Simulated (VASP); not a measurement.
Data:

```
CELL_PARAMETERS angstrom
      1.59347    -2.75996     0.00000
      1.59347     2.75996     0.00000
      0.00000     0.00000    12.33553
ATOMIC_POSITIONS crystal
  W  0.33333 0.66667 0.25000
  W  0.66667 0.33333 0.75000
  S  0.33333 0.66667 0.87889
  S  0.66667 0.33333 0.37889
  S  0.66667 0.33333 0.12111
  S  0.33333 0.66667 0.62111
```

These are PBE GGA with D4 dispersion, VASP's PBE PAW potentials (set 64) (plane waves; VASP 6.6.1) values and carry that method's errors. Run with 520 eV cut-off, 8×8×2 Γ-centred mesh, Gaussian smearing of 0.050 eV, potentials W_sv S.

Q: The ions and cell shape at fixed volume are relaxed. Predict the relaxed structure.

A: 
```
CELL_PARAMETERS angstrom
      1.58337    -2.74249     0.00000
      1.58337     2.74249     0.00000
      0.00000     0.00000    12.49328
ATOMIC_POSITIONS crystal
  W  0.33333 0.66667 0.25000
  W  0.66667 0.33333 0.75000
  S  0.33333 0.66667 0.87594
  S  0.66667 0.33333 0.37594
  S  0.66667 0.33333 0.12406
  S  0.33333 0.66667 0.62406
```
Space group P6_3/mmc (194), at a tolerance of 0.03 Å.

Q: How much energy does the relaxation gain?

A: The energy (σ→0) changes by -5.4 meV/atom, in 5 ionic steps.

The compound is WS2 in the 2H layered structure. This cell is one point of a volume scan, at 1.03 of the reference volume. Symmetry was kept, so distortions that lower it aren't found.
